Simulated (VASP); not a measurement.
Consider the following.

```
GdN
1.0
    0.00000     2.42632     2.42632
    2.42632     0.00000     2.42632
    2.42632     2.42632     0.00000
Gd N
1 1
Direct
  0.00000   0.00000   0.00000
  0.50000   0.50000   0.50000
```

Computed with r2SCAN+rVV10, VASP's PBE PAW potentials (set 64) (plane waves; VASP). Settings: 520 eV cut-off, 9×9×9 Γ-centred mesh, Gaussian smearing of 0.050 eV, potentials Gd_3 N.

The 4f electrons are frozen in the core of the lanthanide potential, so 4f levels, which can set the real gap, and their magnetism are missing.

Q: The job: GdN (rock salt), 2 atoms, r2SCAN+rVV10, static run, 520 eV, 9×9×9 Γ-centred mesh. Roughly how much core time does it take on a busy server core?

A: About 90 core-seconds (one run on a shared machine, a rough figure). It had 35 irreducible k-points, 11 bands, up to 779 plane waves and 23 electronic steps.

The compound is GdN in the rock salt structure. This cell is one point of a volume scan, at 0.94 of the reference volume.
